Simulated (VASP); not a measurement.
Given:

```
ZrS2
1.0
    1.79144    -3.10286     0.00000
    1.79144     3.10286     0.00000
    0.00000     0.00000     5.70692
Zr S
1 2
Direct
  0.00000   0.00000   0.00000
  0.33333   0.66667   0.25011
  0.66667   0.33333   0.74989
```

The numbers are results of optB86b-vdW, VASP's PBE PAW potentials (set 64) (plane waves; VASP), not measurements. Numerical set-up: 520 eV cut-off, 7×7×4 Γ-centred mesh, Gaussian smearing of 0.050 eV, potentials Zr_sv S.

The ions and cell shape at fixed volume are relaxed. What does this cell relax into?

```
ZrS2
1.0
    1.80757    -3.13079     0.00000
    1.80757     3.13079     0.00000
    0.00000     0.00000     5.60553
Zr S
1 2
Direct
  0.00000   0.00000   0.00000
  0.33333   0.66667   0.26188
  0.66667   0.33333   0.73812
```
Space group P-3m1 (164), at a tolerance of 0.03 Å.

How much energy does the relaxation gain?

The energy (σ→0) changes by -18.1 meV/atom, in 5 ionic steps.

The compound is ZrS2 in the 1T layered structure. This cell is one point of a volume scan, at 0.94 of the reference volume. Symmetry was kept, so distortions that lower it aren't found.
